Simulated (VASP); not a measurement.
CaGaAu, 12 atoms in the cell. The cell holds a amorphous, 12 atoms: a = 7.082 Å, b = 6.620 Å, c = 6.182 Å, α = 78.38°, β = 77.15°, γ = 77.11°. The cell was built by a generator and needn't be a form met in nature.

* Program: VASP 6.6.1
* Task: single point
* Functional: PBE
* Potentials or basis: VASP PAW PBE potentials, release 64 (Ga_d, Au, Ca_sv)
* Cutoff: 520 eV
* k mesh: 2 × 3 × 3
* Occupations: gaussian, width 0.1 eV
* Spin: no spin polarisation
* Dipole correction: no
* Further INCAR settings: ALGO = Fast; EDIFF = 1e-06; NBANDS = 80

Potentials or basis: VASP PAW PBE potentials, release 64 (Ga_d, Au, Ca_sv).

Launch:

```console
$ cat potpaw_PBE.64/Ga_d/POTCAR potpaw_PBE.64/Au/POTCAR potpaw_PBE.64/Ca_sv/POTCAR > POTCAR
$ mpirun -np 1 vasp_std > vasp.out
```

Hardware: 1 thread of Intel(R) Xeon(R) Platinum 8259CL CPU @ 2.50GHz (Skylake/Cascade Lake) (shared host).

Q: Estimate the wall time of this run.

A: Run time: 20 min on 1 thread of Intel(R) Xeon(R) Platinum 8259CL CPU @ 2.50GHz (Skylake/Cascade Lake), with other jobs on the host, peak memory 0.45 GiB. Counts: scf iterations 40, k points 10.
